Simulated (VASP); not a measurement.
```
ZrB2
1.0
    3.17000     0.00000     0.00000
   -1.58500     2.74530     0.00000
    0.00000     0.00000    17.29500
Zr B
2 4
Direct
  0.00000   0.00000   0.44897
  0.00000   0.00000   0.65308
  0.66667   0.33333   0.34692
  0.33333   0.66667   0.34692
  0.66667   0.33333   0.55103
  0.33333   0.66667   0.55103
```

All values below come from PBE GGA, VASP's PBE PAW potentials (set 64) (plane waves; VASP). Settings: 400 eV cut-off, 10×10×1 Γ-centred mesh, Fermi-Dirac smearing of 0.10 eV, potentials Zr_sv B.

At this cut-off the stress carries a Pulay error, which pulls relaxed volumes low. The cell holds a wide vacuum, so values per volume refer to the whole cell.

Problem. Give the force on each atom (eV/Å).

Solution. 
```
atom     Fx     Fy      Fz
----  -----  -----  ------
Zr1   0.000  0.000  -0.977
Zr2   0.000  0.000  -0.599
B3    0.000  0.000   0.439
B4    0.000  0.000   0.439
B5    0.000  0.000   0.349
B6    0.000  0.000   0.349
```

Problem. Give the stress tensor in GPa (positive for a compressed cell).

Solution. 
```
-2.61   0.00   0.00
 0.00  -2.61   0.00
 0.00   0.00  -2.70
```
The pressure is its mean diagonal, -2.64 GPa.

The cell is a sheet with vacuum, built from a generated structure.
